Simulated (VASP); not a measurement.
Level of theory: PBEsol GGA, VASP's PBE PAW potentials (set 64) (plane waves; VASP).

The input files of a VASP run:

File POSCAR:
```
Be5Pt
1
    0.0000000000     2.9813000000     2.9813000000
    2.9813000000     0.0000000000     2.9813000000
    2.9813000000     2.9813000000     0.0000000000
Be Pt
5 1
Direct
  0.2569280000   0.2661630000   0.2462490000
  0.6369030000   0.6110530000   0.1213360000
  0.6039030000   0.1256990000   0.6298090000
  0.6124290000   0.6237270000   0.6422780000
  0.1299700000   0.6344650000   0.6119360000
  0.0098670000  -0.0111060000  -0.0016070000
```

File KPOINTS:
```
Automatic mesh
0
Gamma
5 5 5
0 0 0
```

**INCAR**
```
SYSTEM = Be5Pt
PREC = Accurate
ENCUT = 300
EDIFF = 1E-6
NELM = 100
ALGO = Normal
LREAL = .FALSE.
LASPH = .TRUE.
ISMEAR = -1
SIGMA = 0.136
GGA = PS
LMAXMIX = 6
LWAVE = .FALSE.
LCHARG = .FALSE.
ISIF = 2
```

POTCAR, in this order: Be Pt (PBE.64 set). Program: vasp_std.

What VASP printed:

### OUTCAR
```
 ion  position               nearest neighbor table
   1  0.257  0.266  0.246-   4 2.37   3 2.38   2 2.38   6 2.49   6 2.59   6 2.59   6 2.66
   2  0.637  0.611  0.121-   4 2.05   3 2.10   5 2.10   5 2.11   3 2.12   4 2.17   1 2.38   6 2.46
                             6 2.48   6 2.48
   3  0.604  0.126  0.630-   4 2.07   5 2.07   2 2.10   2 2.12   4 2.14   5 2.15   1 2.38   6 2.38
                             6 2.52   6 2.54
   4  0.612  0.624  0.642-   2 2.05   3 2.07   5 2.08   5 2.14   3 2.14   2 2.17   1 2.37   6 2.38
                             6 2.50   6 2.53
   5  0.130  0.634  0.612-   3 2.07   4 2.08   2 2.10   2 2.11   4 2.14   3 2.15   6 2.42   6 2.45
                             6 2.54
   6  0.010  0.989  0.998-   4 2.38   3 2.38   5 2.42   5 2.45   2 2.46   2 2.48   2 2.48   1 2.49
                             4 2.50   3 2.52   4 2.53   5 2.54   3 2.54   1 2.59   1 2.59   1 2.66
  LATTYP: Found a face centered cubic cell.
 ALAT       =     5.9626000000
 Subroutine PRICEL returns:
 Original cell was already a primitive cell.
 Subroutine GETGRP returns: Found  1 space group operations
The static configuration has the point symmetry C_1 .
The dynamic configuration has the point symmetry C_1 .
 Subroutine INISYM returns: Found  1 space group operations
 Subroutine IBZKPT returns following result:
 Found     63 irreducible k-points:

 Following reciprocal coordinates:
            Coordinates               Weight
  0.000000  0.000000  0.000000      1.000000
  0.200000  0.000000  0.000000      2.000000
  0.000000  0.200000  0.000000      2.000000
  0.000000  0.000000  0.200000      2.000000
  0.200000  0.200000  0.200000      2.000000
  0.400000  0.000000  0.000000      2.000000
  0.000000  0.400000  0.000000      2.000000
  0.000000  0.000000  0.400000      2.000000
  0.400000  0.400000  0.400000      2.000000
  0.200000  0.200000  0.000000      2.000000
  0.000000  0.200000  0.200000      2.000000
  0.200000  0.000000  0.200000      2.000000
  0.400000  0.200000  0.000000      2.000000
  0.000000  0.400000  0.200000      2.000000
  0.200000  0.000000  0.400000      2.000000
...
```

### OSZICAR
```
       N       E                     dE             d eps       ncg     rms          rms(c)
DAV:   1     0.269875391146E+02    0.26988E+02   -0.63910E+03  1956   0.790E+02
DAV:   2    -0.324345608397E+02   -0.59422E+02   -0.57133E+02  2206   0.173E+02
DAV:   3    -0.340907485727E+02   -0.16562E+01   -0.16436E+01  2440   0.325E+01
DAV:   4    -0.341028393706E+02   -0.12091E-01   -0.12088E-01  2118   0.284E+00
DAV:   5    -0.341030116626E+02   -0.17229E-03   -0.17227E-03  2454   0.322E-01    0.177E+01
DAV:   6    -0.307517525076E+02    0.33513E+01   -0.40019E+01  1872   0.524E+01    0.711E+00
DAV:   7    -0.297851817996E+02    0.96657E+00   -0.53380E+00  1806   0.235E+01    0.126E+00
DAV:   8    -0.297566820685E+02    0.28500E-01   -0.21246E-01  2388   0.358E+00    0.971E-01
DAV:   9    -0.297369785380E+02    0.19704E-01   -0.27503E-02  2274   0.159E+00    0.205E-01
DAV:  10    -0.297355078230E+02    0.14707E-02   -0.28551E-03  2154   0.506E-01    0.493E-02
DAV:  11    -0.297354802778E+02    0.27545E-04   -0.12405E-04  2376   0.109E-01    0.124E-02
DAV:  12    -0.297354825745E+02   -0.22967E-05   -0.18061E-05  2238   0.375E-02    0.917E-03
DAV:  13    -0.297354811452E+02    0.14293E-05   -0.66215E-06  2112   0.259E-02    0.995E-04
DAV:  14    -0.297354811656E+02   -0.20430E-07   -0.24533E-07  1068   0.404E-03
   1 F= -.29735481E+02 E0= -.29726466E+02  d E =-.180309E-01
```

File OUTCAR:
```
------------------------ aborting loop because EDIFF is reached ----------------------------------------
  FORCE on cell =-STRESS in cart. coord.  units (eV):
  Direction    XX          YY          ZZ          XY          YZ          ZX
  --------------------------------------------------------------------------------------
  Total       -0.3019786     -0.3996914     -0.3294213     -0.0751173      0.1449458     -0.0915614
  in kB       -9.1293465    -12.0833772     -9.9589879     -2.2709296      4.3819671     -2.7680623
  external PRESSURE =     -10.3905705 kB  Pullay stress =       0.0000000 kB
  volume of cell :       53.00
      direct lattice vectors                 reciprocal lattice vectors
     0.000000000  2.981300000  2.981300000    -0.167712072  0.167712072  0.167712072
     2.981300000  0.000000000  2.981300000     0.167712072 -0.167712072  0.167712072
     2.981300000  2.981300000  0.000000000     0.167712072  0.167712072 -0.167712072
 POSITION                                       TOTAL-FORCE (eV/Angst)
 -----------------------------------------------------------------------------------
      1.52765      1.50012      1.55949        -0.183257     -0.001286     -0.311775
      2.18347      2.26054      3.72053         0.459768      0.265729      0.089098
      2.25240      3.67807      2.17516        -0.086927      0.448024      0.462753
      3.77434      3.74066      3.68535        -0.844065     -0.171061      0.158531
      3.71590      2.21184      2.27901         0.154254     -0.128895     -0.278731
      5.92470      3.00593      2.97761         0.500227     -0.412511     -0.119875
 -----------------------------------------------------------------------------------
    total drift:                               -0.000059     -0.000122      0.000004
  FREE ENERGIE OF THE ION-ELECTRON SYSTEM (eV)
  ---------------------------------------------------
  free  energy   TOTEN  =       -29.7354811656 eV

  energy  without entropy=      -29.7174503009  energy(sigma->0) =      -29.72646573
```
(Selected blocks of OUTCAR.)

At this cut-off the stress carries a Pulay error, which pulls relaxed volumes low.

The structure comes from a computed database's Be5Pt entry; how it stands against other phases isn't given here. The cell was not relaxed at this level, atoms are displaced from their ideal sites.
